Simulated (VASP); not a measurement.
Here is the system:

```
CELL_PARAMETERS angstrom
      1.30073    -2.25294     0.00000
      1.30073     2.25294     0.00000
      0.00000     0.00000     4.57898
ATOMIC_POSITIONS crystal
  Zn 0.33333 0.66667 0.25000
  Zn 0.66667 0.33333 0.75000
```

Computed with LDA (Ceperley-Alder, Perdew-Zunger) with spin-orbit coupling, VASP's LDA PAW potentials (set 64) (plane waves; VASP 6.6.1). Settings: 400 eV cut-off, 14×14×7 Γ-centred mesh, Gaussian smearing of 0.050 eV, potentials Zn.

Give the energies of bands 21 to 31 at the high-symmetry points, in eV from the Fermi level.

```csv
band,Γ,M,K,A,L,H
21,-7.32,-3.48,-0.40,-7.46,-2.40,0.55
22,-7.32,-3.48,-0.40,-7.46,-2.40,0.55
23,-4.03,-2.59,-0.37,-7.46,-2.40,0.60
24,-4.03,-2.59,-0.37,-7.46,-2.40,0.60
25,-2.37,3.20,-0.33,6.07,0.12,1.65
26,-2.37,3.20,-0.33,6.07,0.12,1.65
27,16.66,3.64,5.55,6.07,0.12,1.72
28,16.66,3.64,5.55,6.07,0.12,1.72
29,17.63,5.08,6.48,19.18,11.66,2.24
30,17.63,5.08,6.48,19.18,11.66,2.24
31,17.87,6.15,6.52,19.20,11.66,2.25
```

It has no gap at this level: it comes out as a metal or semimetal.

The compound is Zn in the hcp structure. It was relaxed first, which changed the volume by -12 %.
